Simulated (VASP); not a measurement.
The system is Ta.

```
Ta
1.0
    -1.65493    1.65493    1.65493
     1.65493   -1.65493    1.65493
     1.65493    1.65493   -1.65493
Ta
1
Cartesian
  0.0000 0.0000 0.0000
```

```yaml
Program: VASP 6.6.1
Task: relaxation of cell and atoms
Functional: PBEsol
Potentials_or_basis: VASP PAW PBE potentials, release 64 (Ta_pv)
Cutoff: 480 eV
k_mesh: 18 × 18 × 18
Occupations: gaussian, width 0.1 eV
Spin: no spin polarisation
```

At the start: pressure -5.1 GPa; volume 18.13 Å³/atom.

Q: Where does the relaxation end?

A: Over 4 steps the energy falls by 7.6 meV/atom and the volume is 17.67 Å³/atom (-2.6 %); space group Im-3m (No. 229, to 0.05 Å).

Step by step:
```
step  energy change (eV)  largest force (eV/Å)  pressure (GPa)  volume (Å³)
   1              0.0000                0.0000           -5.12        18.13
   2              0.0344                0.0000           13.99        16.65
   3             -0.0076                0.0000           -0.10        17.67
   4             -0.0076                0.0000            0.01        17.67
```

Final structure:
```cif
data_structure
_symmetry_space_group_name_H-M 'P 1'
_symmetry_Int_Tables_number 1
_cell_length_a 2.8418
_cell_length_b 2.8418
_cell_length_c 2.8418
_cell_angle_alpha 109.471
_cell_angle_beta 109.471
_cell_angle_gamma 109.471
_cell_volume 17.67
loop_
_atom_site_label
_atom_site_type_symbol
_atom_site_fract_x
_atom_site_fract_y
_atom_site_fract_z
_atom_site_occupancy
Ta1 Ta 0.00000 0.00000 0.00000 1
```

Caveat: the PAW data sets were made with another functional, which shifts forces and pressure a little.
